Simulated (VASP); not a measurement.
Given:

```xyz
4
Lattice="4.1177 2.0567 2.0567 2.0567 4.1177 2.0567 2.0567 2.0567 4.1177" Properties=species:S:1:pos:R:3 pbc="T T T"
Ni     0.0000     0.0000     0.0000
Ni     4.1155     4.1155     4.1155
O      2.0578     2.0578     2.0578
O      6.1733     6.1733     6.1733
```
Starting moments (μB, in the order of the record's atoms Ni Ni O O): 1.3 -1.3 0.0 0.0.

Method: PBEsol GGA, VASP's PBE PAW potentials (set 64) (plane waves; VASP). Run with 600 eV cut-off, 8×8×8 Γ-centred mesh, Gaussian smearing of 0.050 eV, potentials Ni O.

Energy and stress use the plane-wave basis of the starting cell.

Q: The ions, cell shape and volume at an external pressure of 5.0 GPa are relaxed. What does this cell relax into?

A: 
```xyz
4
Lattice="4.0762 2.0245 2.0245 2.0245 4.0762 2.0245 2.0245 2.0245 4.0762" Properties=species:S:1:pos:R:3 pbc="T T T"
Ni     0.0000     0.0000     0.0000
Ni     4.0626     4.0626     4.0626
O      2.0313     2.0313     2.0313
O      6.0939     6.0939     6.0939
```
Space group R-3m (166), at a tolerance of 0.03 Å. The cell ends with 0.00 μB, on the sites 1.25 -1.25 0.00 0.00 μB.

Q: How do energy and volume change from the first to the last step?

A: The energy (σ→0) changes by +2.7 meV/atom and the volume by -2.2 %, in 5 ionic steps.

| step | E(σ→0) (eV) | max force (eV/Å) | pressure (GPa) | volume (Å³) |
|---|---|---|---|---|
| 1 | -25.3080 | 0.000 | -0.13 | 34.96 |
| 2 | -25.2676 | 0.000 | 9.85 | 33.57 |
| 3 | -25.2968 | 0.000 | 5.03 | 34.20 |
| 4 | -25.2970 | 0.000 | 5.00 | 34.20 |
| 5 | -25.2973 | 0.000 | 4.99 | 34.20 |

The compound is NiO in the rock salt, AFM-II order structure. This run relaxes it under an external pressure of 5 GPa. Symmetry was kept, so distortions that lower it aren't found.
